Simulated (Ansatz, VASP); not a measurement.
# HfC: VASP beside Ansatz

One calculation is typed for both programs; each brings its own data sets. How far apart do they land? The cell is taken from a series of runs on this material, whose earlier steps may have relaxed, scaled, displaced or heated it; both programs get it as it stands.

Main program and level: Ansatz 0.2.0; plane waves, with VASP 6.6.1 beside it; zone-centre phonons at PBEsol.

**1. Starting point**

The structure is tetragonal, space group I4/mmm (No. 139). Conventional cell: a = 3.127 Å, b = 3.127 Å, c = 4.681 Å, α = 90.00°, β = 90.00°, γ = 90.00°. C has 6 Hf at 2.21 to 2.34 Å nearest. Nearest to Hf lie 6 C at 2.21 to 2.34 Å. Farther neighbours are not listed.

**2. Ansatz: zone-centre phonons, PBEsol**

Ansatz runs on its PAW soft_1 files.

Second derivatives magnify differences that forces hide, and they need a tight electronic threshold.

Contents of input.yaml:

```yaml
crystal:
  lattice:
    - [0.0, 2.2114368678, 2.3403152638]
    - [2.2114368678, 0.0, 2.3403152638]
    - [2.2114368678, 2.2114368678, 0.0]
  atoms:
    - { symbol: C, position: [0.0, 0.0, 0.0] }
    - { symbol: Hf, position: [0.5, 0.5, 0.5] }
kpoints:
  mp_grid: { grid: [16, 16, 16] }
hamiltonian:
  xc: pbesol
  pseudopotentials: { kind: paw, azcp: { folder: soft_1 }, xc_functional: pbe }
scf:
  occupations: { method: methfessel_paxton, width: 0.2 }
output:
  eigenvalues: true
phonons:
  method: dfpt
```

Started as:

```sh
ansatz run input.yaml --threads 4 --pin off --max-ram 10240MiB --backend cpu --events-out ev --progress --plain --runs-dir out
```

Numbers of over 12 decimals in the logs are rounded to 6 here.

The log of the run:

```text
zone centre: on kpoints.mp_grid the ground state, and the responses unless they are solved on pairs of k-points, stand on 621 of the mesh's 4096 k-points, reduced under 8 symmetry operations, with k and −k counted as one. Each operation leaves every solved displacement unchanged or reverses it
Engine: ansatz 0.2.0, x86_64-unknown-linux-gnu
Pseudopotentials: kind: paw
Pseudopotential: C, paw, valence charge 4, recommended cutoff 420 eV (normal), soft_1/C.paw.azcp
Pseudopotential: Hf, paw, valence charge 26, recommended cutoff 420 eV (normal), soft_1/Hf.paw.azcp
Functional definition: PBEsol
  exchange = pbesol_x
  correlation = pbesol_c
Crystal: 2 atoms, lattice volume = 22.890 Å³
Basis set: ecut = 420 eV, 459 PW (Γ), exchange–correlation on 48×48×48 points (8 copies of the dense FFT grid, shifted against one another)
Bands: 19, of which v1, the nominal top of the filled ones, is band 15 counted from 1 (14 counted from 0)
Symmetry: 16 space group operations
k-points: 621 of 4096 (irreducible under 8 space group operations)
Non-local potential: C, projectors of the file, l = 0: 2, l = 1: 2, l = 2: 1
Non-local potential: Hf, projectors of the file, l = 0: 3, l = 1: 2, l = 2: 2, l = 3: 3
PAW form: soft (Blöchl's): semilocal exchange-correlation on the pseudo side does not see the compensation charge
PAW frozen core: C, regenerated for the run's functional, and the local potential with it (the file was generated under x = pbe(κ = 0.804, μ = 0.219515), c = pbe(β = 0.066725))
PAW frozen core: Hf, regenerated for the run's functional, and the local potential with it (the file was generated under x = pbe(κ = 0.804, μ = 0.219515), c = pbe(β = 0.066725))
PAW one-centre angular grid: C, 110 points (default); XC on 64 Gauss nodes
PAW one-centre angular grid: Hf, 590 points (default); XC on 64 Gauss nodes
Initial density: superposition of atomic densities (chi_scale 0.1, normalization cell, long waves kept (reshape's long-wave potential 0.00 eV rms))
Initial wavefunctions: pseudopotential atomic-orbital guess
Functional: x = pbesol(κ = 0.804, μ = 0.123457), c = pbesol(β = 0.046)
SCF iter   1: F=—  HF=-15847.952921 eV  |F-HF|=—  |Δ(HF+E_count)|=         —  Δρ=9.44e-2  dr2=2.64e0  ethr=3.10e-3  ⟨swp⟩=4.9  Hψ=52540  notcnv=0
preconditioner: auto → Kerker (q_TF=auto, 2.854 Å⁻¹)  [metal: Δε(μ)=0.079 eV  Ē_g=17.794 eV  σ=0.200 eV  W_gap=0.32  n_scr=14 (ndim 8)  ℏωp=41.1 eV  f_vac=0.000  D(μ)=0.18/eV (n_scr^D=0)]
SCF iter   2: F=—  HF=-15847.388374 eV  |F-HF|=—  |Δ(HF+E_count)|=   5.65e-1  S|Δr|=    0.00e0  Δρ=3.61e-2  dr2=3.03e-1  ethr=3.10e-3  ⟨swp⟩=2.4  Hψ=22374  notcnv=0  defer=1
SCF iter   3: F=—  HF=-15847.321271 eV  |F-HF|=—  |Δ(HF+E_count)|=   6.71e-2  S|Δr|=    0.00e0  Δρ=1.43e-2  dr2=2.90e-2  ethr=1.01e-3  ⟨swp⟩=2.0  Hψ=22528  notcnv=0
SCF iter   4: F=—  HF=-15847.313996 eV  |F-HF|=—  |Δ(HF+E_count)|=   7.27e-3  S|Δr|=    0.00e0  Δρ=8.41e-3  dr2=8.07e-3  ethr=9.68e-5  ⟨swp⟩=2.1  Hψ=21082  notcnv=0
SCF iter   5: F=—  HF=-15847.313673 eV  |F-HF|=—  |Δ(HF+E_count)|=   3.23e-4  S|Δr|=    0.00e0  Δρ=1.53e-3  dr2=3.26e-4  ethr=2.69e-5  ⟨swp⟩=2.0  Hψ=19213  notcnv=0  defer=1
SCF iter   6: F=—  HF=-15847.313582 eV  |F-HF|=—  |Δ(HF+E_count)|=   9.18e-5  S|Δr|=    0.00e0  Δρ=3.01e-4  dr2=2.04e-5  ethr=1.09e-6  ⟨swp⟩=2.5  Hψ=21549  notcnv=0  defer=1
SCF iter   7: F=—  HF=-15847.313582 eV  |F-HF|=—  |Δ(HF+E_count)|=   4.90e-8  S|Δr|=    0.00e0  Δρ=8.45e-5  dr2=1.23e-6  ethr=6.80e-8  ⟨swp⟩=2.2  Hψ=21484  notcnv=0  defer=1
SCF iter   8: F=—  HF=-15847.313582 eV  |F-HF|=—  |Δ(HF+E_count)|=   5.80e-7  S|Δr|=    0.00e0  Δρ=1.54e-5  dr2=3.84e-8  ethr=4.09e-9  ⟨swp⟩=2.2  Hψ=19138  notcnv=0  defer=1
SCF iter   9: F=—  HF=-15847.313582 eV  |F-HF|=—  |Δ(HF+E_count)|=   2.10e-9  S|Δr|=    0.00e0  Δρ=2.83e-6  dr2=1.52e-9  ethr=1.28e-10  ⟨swp⟩=2.5  Hψ=21552  notcnv=0  defer=1
SCF iter  10: F=—  HF=-15847.313582 eV  |F-HF|=—  |Δ(HF+E_count)|=  1.56e-10  S|Δr|=    0.00e0  Δρ=2.87e-7  dr2=1.49e-11  ethr=5.05e-12  ⟨swp⟩=2.4  Hψ=20871  notcnv=0  defer=1
SCF iter  11: F=-15847.313582 eV  HF=-15847.313582 eV  |F-HF|=0.00e0  |Δ(HF+E_count)|=  1.82e-12  S|Δr|=    0.00e0  Δρ=5.66e-8  dr2=6.05e-13  ethr=1.00e-12  ⟨swp⟩=7.2  Hψ=66757  notcnv=0
SCF 1 converged in 11 iterations: F = -15847.313582 eV  dr2 = 6.05e-13
  greatest PAW one-centre occupation: 0.998 electrons in one spin orbital (limit 2), on the Hf atom at site 1 (counted from 0), in its partial waves of l = 0
DFPT response loops at Γ: preconditioner auto → Kerker (q_TF=auto, 2.854 Å⁻¹) (partly filled bands, converged f_vac=0.000); β = 1.00, the filter's whole step (`scf.mixing.beta` (0.50) is not read by the response loops under this deck's `scf.mixing.preconditioner`; to damp them name `kerker` or `kerker_dos`, under which they read `scf.mixing.beta`, and type it under 1.00, their step now; both keys bind the ground state too); Broyden in place of MSR1
SCF converged after 11 iterations
Stability not checked: this state was not tested for a lower state beside it, because cold or Methfessel-Paxton smearing, or corrected tetrahedra, fill the levels in a way that the test cannot read (fill_not_monotonic; see scf.lower_state_search)
Free energy (F): -15847.313582 eV
Harris-Foulkes:  -15847.313582 eV  (|F-HF|=0.00e0)
Internal energy: -15847.314014 eV  (E = F + TS)
E sigma→0 (E₀):  -15847.313690 eV
Entropy (-TS):   0.000432 eV (0.216 meV/atom)
Fermi energy:    20.445799 eV
Step filling:    the computed levels leave a gap of 0.0000 eV = 0.0 smearing widths at the electron count; against every level under it full and every level over it empty, smearing changes F+E_penalty+E_count by +0.207 meV and its σ→0 estimate by +0.099 meV
--- Per-component energies (eV) ---
  E_band       = 127.476394
  E_kinetic    = 500.937911
  E_local      = -5974.860247  (includes V_loc(G=0)·N_el)
  E_nonlocal   = 91.975681
  E_hartree    = 2950.730106
  E_xc         = -314.403807
  E_vxc        = -316.562676  (∫ρ·V_xc dr)
  E_paw        = -7675.033339  (= ΣΔE_a)
  E_vpaw       = -75.474576  (= ΣTr[D̂ρ^β])
  E_aug_tail   = 0.000111  (compensation charges beyond the density's cutoff)
  E_ewald      = -5427.932587
  E_core_change = 1.272157  (= ΣΔE_core)
  E_smearing   = 0.000432  (= −TS)
  E_closure    = -0.000000  (closes the sum)
  Σ components = -15847.313582   (vs F -15847.313582, Δ=0.00e0)
--- Band table (eV; the first three rows and the last of 621) ---
  k-point 0: bands = [... 11 lower, 9.8690, 21.2768, 21.3046, 21.6784, 21.6784, 21.9596, 21.9596, 23.3425]
  k-point 1: bands = [... 11 lower, 9.8686, 20.5890, 20.7421, 21.1072, 21.8615, 22.1727, 22.4267, 23.9252]
  k-point 2: bands = [... 11 lower, 9.8684, 19.4972, 19.8774, 20.1960, 22.2389, 22.5093, 22.8719, 25.0942]
  k-point 620: bands = [... 11 lower, 9.8236, 17.4601, 18.2792, 20.7185, 20.7185, 26.1869, 27.8008, 27.8008]
--- Phonons (Γ-DFPT): 4 representative perturbations + reference, on 621 of 4096 k-points (Σ response iterations 12) ---
  k mesh reduced under 8 symmetry operations, with k and −k counted as one. Each operation leaves every solved displacement unchanged or reverses it
  ASR residual: 3.646e-5 → 0.000e0 eV/Å²; symmetrization residual: 1.198e-6 eV/Å²
  ASR residual per site (eV/Å²): 3.65e-5 2.65e-7
  Γ frequencies (cm⁻¹): 0.00 0.00 0.00 389.94 574.81 574.81
  non-analytic LO–TO correction: not included (Born effective charges unavailable; polar crystals: no LO–TO splitting at Γ)
```

[end of part 1 of 2]

[Lines on the potential files, build, host, timing and source positions are cut from VASP's logs without a mark.]

[Logs are printed without paths, hosts, clocks, repeated set-up lines and the standing remarks that a program may print on its own settings, such as how far it seeks lower states.]

[Hosts, paths, dates, database ids (printed as entryN), source tags and the programs' standing remarks are cut or masked in the printed files.]
